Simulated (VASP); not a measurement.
These are revTPSS meta-GGA, VASP's PBE PAW potentials (set 64) (plane waves; VASP) values and carry that method's errors.

A VASP calculation is set up with these files.

### POSCAR
```
BaF2
1.0
  0.0000000000   3.1444297623   3.1444297623
  3.1444297623   0.0000000000   3.1444297623
  3.1444297623   3.1444297623   0.0000000000
Ba F
1 2
Cart
  0.0000000000   0.0000000000   0.0000000000
  1.5722148812   1.5722148812   1.5722148812
  4.7166446435   4.7166446435   4.7166446435
```

File KPOINTS:
```
Automatic mesh
0
Gamma
6 6 6
0 0 0
```

**INCAR**
```
SYSTEM = BaF2
PREC = Accurate
ENCUT = 520
EDIFF = 1E-7
NELM = 100
ALGO = Normal
LREAL = .FALSE.
LASPH = .TRUE.
ISMEAR = 0
SIGMA = 0.05
METAGGA = RTPSS
LMIXTAU = .TRUE.
LMAXMIX = 4
LWAVE = .FALSE.
LCHARG = .FALSE.
ISIF = 2
```

POTCAR, in this order: Ba_sv F (PBE.64 set). Program: vasp_std.

Question: Estimate the energy per atom (σ→0), pressure.

Answer: 
```json
{
 "energy per atom (σ→0)": "0.684 eV/atom",
 "pressure": "-1.50 GPa"
}
```

File OSZICAR:
```
...
DAV:  15     0.205277561197E+01   -0.10009E-02   -0.44624E-04   568   0.218E-01    0.748E-03
DAV:  16     0.205273184732E+01   -0.43765E-04   -0.31465E-05   512   0.558E-02    0.255E-03
DAV:  17     0.205272241639E+01   -0.94309E-05   -0.73667E-06   680   0.295E-02    0.339E-03
DAV:  18     0.205272151751E+01   -0.89887E-06   -0.45876E-06   528   0.207E-02    0.205E-03
DAV:  19     0.205271884914E+01   -0.26684E-05   -0.16482E-06   512   0.137E-02    0.340E-04
DAV:  20     0.205271870652E+01   -0.14263E-06   -0.13157E-07   528   0.349E-03    0.525E-04
DAV:  21     0.205271873373E+01    0.27217E-07   -0.12430E-08   280   0.953E-04
   1 F= 0.20527187E+01 E0= 0.20527187E+01  d E =-.175007E-10
```

The compound is BaF2 in the fluorite structure. This cell is one point of a volume scan, at 1.03 of the reference volume.
